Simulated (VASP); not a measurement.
## A single sheet of CrSBr: relaxation and electronic structure

Aim: model a single sheet of CrSBr by a slab and find how far its highest filled level lies below the vacuum.

Program: VASP 6.6.1. Level of theory: LDA, spin-polarised from a ferromagnetic start; plane waves and PAW (Br, Cr, S). Results are calculated unless marked as measured.

This is a report of a sequence of runs, with most program output left out.

## (1) Set-up

The cell holds 6 atoms: 2 Br, 2 Cr and 2 S. Cell: a = 3.540 Å, b = 4.755 Å, c = 20.608 Å, α = 90.0°, β = 90.0°, γ = 90.0°. It derives from CrSBr. 1 sheet cut from a layered arrangement of the crystal. Vacuum lies along c.

## (2) Surface relaxation

All atoms relax at the fixed cell.

INCAR reads:

```
SYSTEM = CrSBr
PREC = Normal
ENCUT = 300
EDIFF = 1E-05
NELM = 120
ISMEAR = 0
SIGMA = 0.05
LREAL = .FALSE.
ALGO = Fast
GGA = CA
NBANDS = 28
ISPIN = 2
MAGMOM = 0 0 3 3 0 0
LMAXMIX = 4
LORBIT = 11
LWAVE = .FALSE.
LCHARG = .FALSE.
KPAR = 2
IBRION = 2
NSW = 40
ISIF = 2
EDIFFG = -0.03
POTIM = 0.4
MAXMIX = 40
IDIPOL = 3
LDIPOL = .TRUE.
DIPOL = 0.5 0.5 0.5
```

POSCAR reads:

```
CrSBr
1.0
    3.5404561400      0.0000000000      0.0000000000
    0.0000000000      4.7554718500      0.0000000000
    0.0000000000      0.0000000000     20.6079277397
Br Cr S
2 2 2
Direct
    0.5000000000      0.5000000000      0.6360623880
    0.0000000000      0.0000000000      0.3639376120
    0.0000000000      0.5000000000      0.5493903630
    0.5000000000      0.0000000000      0.4506096370
    0.0000000000      0.0000000000      0.5287155500
    0.5000000000      0.5000000000      0.4712844500
```

KPOINTS reads:

```
Automatic mesh
0
Gamma
7 5 1
0 0 0
```

PAW data sets: Br, Cr and S (LDA family, release 64).

Started as:

```bash
$ mpirun -np 2 vasp_std
```

The job ended after 64 s (2 MPI ranks of Intel Xeon 6975P-C (Granite Rapids), shared host; peak memory 0.45 GiB).

The magnetic state follows from one typed start and may not be the lowest. The gap is read on the k-mesh alone, so it is an upper bound where the band edges lie off the mesh. The data set Cr keeps the semicore shell frozen, which is cheaper and a little less accurate. The run keeps the 8 symmetry operations of its start, so it cannot find a distortion of lower symmetry.

The steps of the relaxation:

```
step  energy less that of the first step (eV)  largest force (eV/Å)
   1                                   0.0000                0.5469
   2                                  -0.0380                0.4188
   3                                  -0.0703                0.1562
   4                                  -0.0705                0.1588
   5                                  -0.0744                0.1081
   6                                  -0.0778                0.1937
   7                                  -0.0806                0.0897
   8                                  -0.0815                0.0327
   9                                  -0.0815                0.0202
```

The atoms that moved most (Å):

```
atom     dx     dy      dz  length
 Br1  0.000  0.000  -0.105   0.105
 Br2  0.000  0.000   0.105   0.105
 Cr4  0.000  0.000   0.045   0.045
 Cr3  0.000  0.000  -0.045   0.045
  S5  0.000  0.000  -0.029   0.029
  S6  0.000  0.000   0.029   0.029
```

The relaxed structure:

```cif
data_structure
_symmetry_space_group_name_H-M 'P 1'
_symmetry_Int_Tables_number 1
_cell_length_a 3.5405
_cell_length_b 4.7555
_cell_length_c 20.6079
_cell_angle_alpha 90.000
_cell_angle_beta 90.000
_cell_angle_gamma 90.000
_cell_volume 346.97
loop_
_atom_site_label
_atom_site_type_symbol
_atom_site_fract_x
_atom_site_fract_y
_atom_site_fract_z
_atom_site_occupancy
Br1 Br 0.50000 0.50000 0.63097 1
Br2 Br 0.00000 0.00000 0.36903 1
Cr3 Cr 0.00000 0.50000 0.54722 1
Cr4 Cr 0.50000 0.00000 0.45278 1
S5 S 0.00000 0.00000 0.52732 1
S6 S 0.50000 0.50000 0.47268 1
```

This step gave:

```yaml
electronic_cycles: 80
electrons: 38
free_energy_toten: -38.27 eV
fermi_energy: -2.330 eV
moment_of_the_cell_from_the_last_line_of_the_log: 6.000 μB
labelled_metallic_from_the_levels_on_this_mesh: no
dipole_moment: 0, 0, 0 e·Å
gap_on_the_k_mesh: 0.2257 eV
least_direct_gap_on_the_k_mesh: 0.2267 eV
```

Spin moment in the PAW sphere by atom:

```
atom  spin moment in the PAW sphere (μB)
 Br1                                0.03
 Br2                                0.03
 Cr3                                2.88
 Cr4                                2.88
  S5                               -0.09
  S6                               -0.09
```

The run ended after 9 ionic steps, 0.082 eV below its first step, once the forces on the free atoms met EDIFFG = -0.03.

Only the dipole across the slab is computed (IDIPOL = 3); zeros along the plane are no results.

## (3) Potential and states of the slab

A static run writes the electrostatic potential without exchange and correlation (LVHAR), which is flat in the vacuum and gives the level to count from. The dipole correction cancels the field that unlike faces would set up across the vacuum.

INCAR reads:

```
SYSTEM = CrSBr
PREC = Normal
ENCUT = 300
EDIFF = 1E-06
NELM = 120
ISMEAR = 0
SIGMA = 0.05
LREAL = .FALSE.
ALGO = Fast
GGA = CA
NBANDS = 38
ISPIN = 2
MAGMOM = 0 0 3 3 0 0
LMAXMIX = 4
LORBIT = 11
LWAVE = .TRUE.
LCHARG = .TRUE.
IDIPOL = 3
LDIPOL = .TRUE.
DIPOL = 0.5 0.5 0.5
LVHAR = .TRUE.
LVACPOTAV = .TRUE.
LELF = .TRUE.
NEDOS = 1500
```

POSCAR reads:

```
CrSBr
1.0
    3.5404561400      0.0000000000      0.0000000000
    0.0000000000      4.7554718500      0.0000000000
    0.0000000000      0.0000000000     20.6079277397
Br Cr S
2 2 2
Direct
    0.5000000000      0.5000000000      0.6309741430
    0.0000000000      0.0000000000      0.3690258570
    0.0000000000      0.5000000000      0.5472152263
    0.5000000000      0.0000000000      0.4527847737
    0.0000000000      0.0000000000      0.5273183100
    0.5000000000      0.5000000000      0.4726816900
```

KPOINTS is that of step 2.

KPOINTS_OPT reads:

```
Line mode
14
Line-mode
Reciprocal
  0.00000000   0.00000000   0.00000000 GAMMA
  0.50000000   0.00000000   0.00000000 X

  0.50000000   0.00000000   0.00000000 X
  0.50000000   0.50000000   0.00000000 S

  0.50000000   0.50000000   0.00000000 S
  0.00000000   0.50000000   0.00000000 Y

  0.00000000   0.50000000   0.00000000 Y
  0.00000000   0.00000000   0.00000000 GAMMA

  0.00000000   0.00000000   0.00000000 GAMMA
  0.50000000   0.50000000   0.00000000 S
```

Started as:

```bash
$ mpirun -np 2 vasp_std
```

Run time: 87 s. Hardware: 2 MPI ranks; peak memory 0.45 GiB.

With spin, VASP writes an ELF for each channel.

This step gave:

* electronic cycles: 26
* Fermi energy: -2.332 eV
* moment of the cell, from the last line of the log: 6 μB
* least gap on mesh and path: 0.2159 eV
* least direct gap on mesh and path: 0.2275 eV
* vacuum levels: 3.371, 3.371 eV
* ionisation potentials of the upper and lower face: 5.810, 5.810 eV
* electron affinities of the upper and lower face: 5.594, 5.594 eV

Spin up. Electronic bands along the path, in eV, zero at the valence-band top; v1 is the highest filled band, c1 the lowest empty one:

```csv
point,v4,v3,v2,v1,c1,c2,c3,c4
Γ,-0.99,-0.96,-0.40,0.00,0.23,0.39,1.87,1.94
0.54 of the way,-0.65,-0.51,-0.34,-0.31,0.25,0.32,1.18,1.33
X,-0.88,-0.88,-0.42,-0.42,0.25,0.25,1.71,1.71
0.54 of the way,-0.85,-0.85,-0.55,-0.55,1.49,1.49,1.81,1.81
S,-0.84,-0.84,-0.49,-0.49,1.84,1.84,2.32,2.32
0.46 of the way,-0.54,-0.54,-0.42,-0.42,1.48,1.48,2.42,2.42
Y,-0.63,-0.63,-0.39,-0.39,2.11,2.11,2.23,2.23
0.54 of the way,-0.75,-0.72,-0.60,-0.59,1.09,1.86,1.94,2.04
Γ,-0.99,-0.96,-0.40,0.00,0.23,0.39,1.87,1.94
0.54 of the way,-0.76,-0.55,-0.48,-0.47,1.19,1.46,1.47,1.97
S,-0.84,-0.84,-0.49,-0.49,1.84,1.84,2.32,2.32
```

Of the projections kept (Br, Cr, S), the largest for each band there; the rest of the weight can lie on other orbitals:

```csv
point,v4,v3,v2,v1,c1,c2,c3,c4
Γ,Cr 1.00,Cr 0.74,Cr 0.62,Cr 0.72,Cr 0.89,Cr 0.78,Cr 0.61,Cr 0.58
X,Cr 0.99,Cr 0.99,Cr 0.73,Cr 0.73,Cr 0.87,Cr 0.87,Cr 0.69,Cr 0.69
S,Cr 0.99,Cr 0.99,Cr 0.87,Cr 0.87,Cr 0.69,Cr 0.69,Cr 0.63,Cr 0.63
Y,Cr 0.81,Cr 0.81,Cr 0.86,Cr 0.86,Cr 0.61,Cr 0.61,Cr 0.66,Cr 0.66
Γ,Cr 1.00,Cr 0.74,Cr 0.62,Cr 0.72,Cr 0.89,Cr 0.78,Cr 0.61,Cr 0.58
S,Cr 0.99,Cr 0.99,Cr 0.87,Cr 0.87,Cr 0.69,Cr 0.69,Cr 0.63,Cr 0.63
```

The density of states has structure finer than the step of the table below, so its rows give means over 0.5 eV, whole bins alone (the curve runs from -12.0 to 8.14 eV). Peaks (eV: height): total up -4.54: 5.81, -0.97: 8.20, -0.54: 11.9, 1.65: 5.36; total down -3.09: 6.64, 1.72: 13.7, 2.74: 5.42, 7.04: 5.94; Br s up 4.93: 0.0585, 5.22: 0.0633, 5.66: 0.124, 7.12: 0.0762; Br p up -4.54: 1.59, -4.18: 1.54, -3.16: 1.53, -2.36: 1.61; Br p down -3.81: 1.47, -3.09: 2.19, -2.79: 2.17, -2.14: 1.87.

Means over bins of 0.073 eV. Density of states against energy, zero at the valence-band top; means over each step; 7 of 14 lines; values in states/eV/cell:

| energy (eV) | total up | total down | Br s up | Br p up | Br p down | Cr s up | Cr s down |
| --- | --- | --- | --- | --- | --- | --- | --- |
| -7.0 | 0 | 0 | 0 | 0 | 0 | 0 | 0 |
| -6.5 | 0.144 | 0 | 4.3e-5 | 0.00713 | 0 | 0.0230 | 0 |
| -6.0 | 1.24 | 0.304 | 0.00695 | 0.0591 | 0.0176 | 0.154 | 0.0464 |
| -5.5 | 1.23 | 1.61 | 0.00698 | 0.0846 | 0.0914 | 0.119 | 0.178 |
| -5.0 | 1.99 | 1.34 | 0.0132 | 0.271 | 0.150 | 0.0773 | 0.103 |
| -4.5 | 3.18 | 2.51 | 0.00944 | 0.712 | 0.595 | 0.0731 | 0.0684 |
| -4.0 | 3.76 | 2.78 | 0.00889 | 0.832 | 0.801 | 0.0487 | 0.0641 |
| -3.5 | 2.61 | 2.65 | 0.0117 | 0.747 | 0.625 | 0.0241 | 0.0260 |
| -3.0 | 3.36 | 3.79 | 0.00849 | 1.00 | 1.38 | 0.0387 | 0.0272 |
| -2.5 | 3.43 | 3.55 | 0.00196 | 1.05 | 1.08 | 0.0185 | 0.0199 |
| -2.0 | 2.41 | 2.93 | 0.00206 | 0.594 | 0.992 | 0.0108 | 0.0119 |
| -1.5 | 0.915 | 2.17 | 3.1e-4 | 0.135 | 0.598 | 0.00683 | 0.00835 |
| -1.0 | 4.87 | 0.233 | 0.00235 | 0.275 | 0.0473 | 0.0417 | 1.1e-4 |
| -0.5 | 6.49 | 0.0176 | 0.00315 | 0.650 | 0.00157 | 0.0607 | 0 |
| 0.0 | 0.500 | 0 | 2.5e-4 | 0.0460 | 0 | 0.00527 | 0 |
| 0.5 | 0.530 | 0.392 | 6.0e-4 | 0.0188 | 0.00700 | 0.01000 | 0.00667 |
| 1.0 | 1.10 | 3.57 | 0.00253 | 0.0518 | 0.109 | 0.00158 | 0.0363 |
| 1.5 | 3.50 | 6.52 | 0.0238 | 0.285 | 0.190 | 0.00156 | 0.0548 |
| 2.0 | 1.94 | 2.26 | 0.00556 | 0.154 | 0.0724 | 0.00359 | 0.0252 |
| 2.5 | 0.637 | 1.83 | 0.00155 | 0.0211 | 0.0621 | 0.00399 | 7.1e-4 |
| 3.0 | 0 | 3.53 | 0 | 0 | 0.174 | 0 | 0.00196 |
| 3.5 | 0 | 1.73 | 0 | 0 | 0.0620 | 0 | 0.00810 |
| 4.0 | 0 | 0.0864 | 0 | 0 | 0.00193 | 0 | 2.9e-4 |
| 4.5 | 0.0697 | 0.0529 | 0.00433 | 2.5e-4 | 7.0e-5 | 0.00554 | 0.00267 |
| 5.0 | 0.803 | 0.326 | 0.0326 | 0.0114 | 0.00584 | 0.0558 | 0.00763 |
| 5.5 | 1.48 | 0.988 | 0.0422 | 0.0325 | 0.0231 | 0.122 | 0.0430 |
| 6.0 | 1.71 | 1.69 | 0.0142 | 0.0401 | 0.0315 | 0.151 | 0.105 |
| 6.5 | 2.83 | 2.36 | 0.0316 | 0.0888 | 0.0641 | 0.224 | 0.106 |
| 7.0 | 3.63 | 3.37 | 0.0411 | 0.119 | 0.0853 | 0.184 | 0.200 |
| 7.5 | 3.58 | 3.70 | 0.0304 | 0.125 | 0.115 | 0.113 | 0.194 |

Zero at the Fermi level. Planar average of the electrostatic potential against height:

```csv
height (Å),planar average of the electrostatic potential (eV)
0.0,5.70
0.5,5.70
1.0,5.70
1.5,5.70
2.0,5.70
2.5,5.70
3.0,5.70
3.5,5.70
4.0,5.70
4.5,5.70
5.0,5.70
5.5,5.67
6.0,5.51
6.5,4.75
7.0,0.651
7.5,-3.63
8.0,-2.62
8.5,0.683
9.0,-3.23
9.5,-10.1
10.0,-8.77
10.5,-7.82
11.0,-10.7
11.5,-4.83
12.0,0.328
12.5,-1.73
13.0,-3.82
13.5,-0.747
14.0,4.39
14.5,5.43
15.0,5.65
15.5,5.69
16.0,5.70
16.5,5.70
17.0,5.70
17.5,5.70
18.0,5.70
18.5,5.70
19.0,5.70
19.5,5.70
20.0,5.70
```

Density of states in the PAW spheres, an atom over height of the layer and energy from the Fermi level.

Ten even steps from '_' (0.00 states/eV) to '@' (2.67 states/eV), each cell a mean:
```
____________
__..____..__
__--____--__
..@@____@@..
__**____**__
............
::........::
--::::::::--
==::....::==
==--....--==
::::....::::
::--....--::
----::::----
::::....::::
__........__
__........__
__........__
____________
____________
____________
____________
____________
```
Columns: height of the layer (Å) from 7.6 to 13 (not evenly spaced); rows upwards: energy from the Fermi level (eV) from -7.9 to 0.5.

Spin down. The electronic bands at the labelled points (eV, zero at the valence-band top; v1 is the highest filled band, c1 the lowest empty one):

```
          point     v4     v3     v2     v1    c1    c2    c3    c4
              Γ  -2.30  -1.61  -0.90  -0.78  0.64  0.77  0.86  1.57
0.54 of the way  -2.25  -2.22  -2.07  -1.57  1.10  1.29  1.41  1.50
              X  -2.25  -2.25  -2.03  -2.03  0.97  0.97  1.45  1.45
0.54 of the way  -2.41  -2.41  -1.96  -1.96  0.81  0.81  1.63  1.63
              S  -2.72  -2.72  -2.04  -2.04  1.22  1.22  1.64  1.64
0.46 of the way  -2.36  -2.36  -1.90  -1.90  1.28  1.28  1.62  1.62
              Y  -1.99  -1.99  -1.45  -1.45  0.80  0.80  1.55  1.55
0.54 of the way  -2.25  -1.78  -1.38  -1.34  0.87  0.93  1.11  1.44
              Γ  -2.30  -1.61  -0.90  -0.78  0.64  0.77  0.86  1.57
0.54 of the way  -2.42  -2.42  -1.78  -1.51  1.00  1.03  1.55  1.58
              S  -2.72  -2.72  -2.04  -2.04  1.22  1.22  1.64  1.64
```

Of the projections kept (Br, Cr, S), the largest for each band there; the rest of the weight can lie on other orbitals:

| point | v4 | v3 | v2 | v1 | c1 | c2 | c3 | c4 |
| --- | --- | --- | --- | --- | --- | --- | --- | --- |
| Γ | Br 0.73 | Br 0.54 | S 0.51 | S 0.75 | Cr 1.00 | Cr 0.91 | Cr 0.98 | Cr 1.00 |
| X | S 0.61 | S 0.61 | Br 0.83 | Br 0.83 | Cr 0.89 | Cr 0.89 | Cr 0.97 | Cr 0.97 |
| S | Cr 0.35 | Cr 0.35 | Br 0.70 | Br 0.70 | Cr 0.96 | Cr 0.96 | Cr 0.97 | Cr 0.97 |
| Y | Br 0.60 | Br 0.60 | Br 0.53 | Br 0.53 | Cr 0.94 | Cr 0.94 | Cr 0.95 | Cr 0.95 |
| Γ | Br 0.73 | Br 0.54 | S 0.51 | S 0.75 | Cr 1.00 | Cr 0.91 | Cr 0.98 | Cr 1.00 |
| S | Cr 0.35 | Cr 0.35 | Br 0.70 | Br 0.70 | Cr 0.96 | Cr 0.96 | Cr 0.97 | Cr 0.97 |

Spin density in the ca plane at fractional y = 0.000, with atoms of Br and Cr and S within 0.2 Å of it.

Ten even steps from '0' (0.0 e/Å³) to '9' (2.5 e/Å³), each cell a mean:
```
00000000000000000000000000000000000000000000
00000000000000000000000000000000000000000000
00000000000000000000000021000000000000000000
00000000000000000000001376200000000000000000
00000000000000000000001598300000000000000000
00000000000000000000000153100000000000000000
00000000000000000000000010000000000000000000
00000000000000000000000000000000000000000000
00000000000000000000000000000000000000000000
```
Columns run along c (16.0 Å, from fractional 0.02 to 0.80 of the cell), rows up along a (3.5 Å). Atoms in or near the plane, at fractional coordinates: Br at (0.37, 0.00), Cr at (0.45, 0.50), S at (0.53, 0.00).

ELF of down spins in the ca plane at fractional y = 0.000, with atoms of Br and Cr and S within 0.2 Å of it. It is the smooth field of the valence electrons, not physical close to the nuclei.

Ten even steps from '0' (0.00 × 1e-1) to '9' (8.99 × 1e-1), each cell a mean:
```
00053689977896259966898300000000000000000000
00012579999985138999985100000000000000000000
02000246788863016888752000000000000000000000
00000001234321001233210000000000000000000000
00000000011100000011100000000000000000000000
00000124567653015676531000000000000000000000
00001368999984028999874100000000000000000000
00033689988995149988997300000000000000000000
00063699965886259844898410000000000000000000
```
Columns run along c (16.0 Å, from fractional 0.20 to 0.98 of the cell), rows up along a (3.5 Å). Atoms in or near the plane, at fractional coordinates: Br at (0.37, 0.00), Cr at (0.45, 0.50), S at (0.53, 0.00).

ELF of up spins in the ca plane at fractional y = 0.000, with atoms of Br and Cr and S within 0.2 Å of it. It is the smooth field of the valence electrons, not physical close to the nuclei.

Ten even steps from '0' (0.00) to '9' (0.88), each cell a mean:
```
00032689977885138976997300000000000000000000
00202478999973226998875100000000000000000000
00000236777630112577641000000000000000000000
00000001223210000233100000000000000000000000
00000000011210000221000000000000000000000000
00000123566410001355420000000000000000000000
00001358899852125898863000000000000000000000
00012589988984138988997200000000000000000000
00063689965885148844898400000000000000000000
```
Columns run along c (16.0 Å, from fractional 0.20 to 0.98 of the cell), rows up along a (3.5 Å). Atoms in or near the plane, at fractional coordinates: Br at (0.37, 0.00), Cr at (0.45, 0.50), S at (0.53, 0.00).

The map of layer states is cut here 0.5 eV above the Fermi level, so it leaves out the states above that.

The vacuum level lies 5.81 eV above the highest filled level at the upper face; both faces agree, as the slab has next to no dipole.

The program found no field-free point at its default tolerance, but its printed level agrees with the flat part of the planar average.

## (4) Tunnelling image, filled states within 1 eV

A partial density over this window, at constant height above the top atom, is the Tersoff-Hamann picture of a tunnelling image.

INCAR reads:

```
SYSTEM = CrSBr
PREC = Normal
ENCUT = 300
EDIFF = 1E-05
NELM = 120
ISMEAR = 0
SIGMA = 0.05
LREAL = .FALSE.
ALGO = Fast
GGA = CA
NBANDS = 38
ISPIN = 2
MAGMOM = 0 0 3 3 0 0
LMAXMIX = 4
LWAVE = .FALSE.
LCHARG = .FALSE.
ISTART = 1
LPARD = .TRUE.
NBMOD = -2
EINT = -3.439 -2.419
LSEPB = .FALSE.
LSEPK = .FALSE.
```

POSCAR is that of step 3.

KPOINTS is that of step 3.

The run starts from files that an earlier step left in the folder.

Started as:

```bash
$ mpirun -np 2 vasp_std
```

Elapsed: 1.6 s, on 2 MPI ranks.

(Continued in part 2 of 2.)

[Lines on the potential files, build, host, timing and source positions are cut from VASP's logs without a mark.]

[Logs are printed without paths, hosts, clocks, repeated set-up lines and the standing remarks that a program may print on its own settings, such as how far it seeks lower states.]

[Hosts, paths, dates, database ids (printed as entryN), source tags and the programs' standing remarks are cut or masked in the printed files.]

[In band tables of VASP the shares of atoms and orbitals are scaled to a sum of 1 inside the atoms' spheres.]

[Runs that stopped without an error message from VASP are left out.]
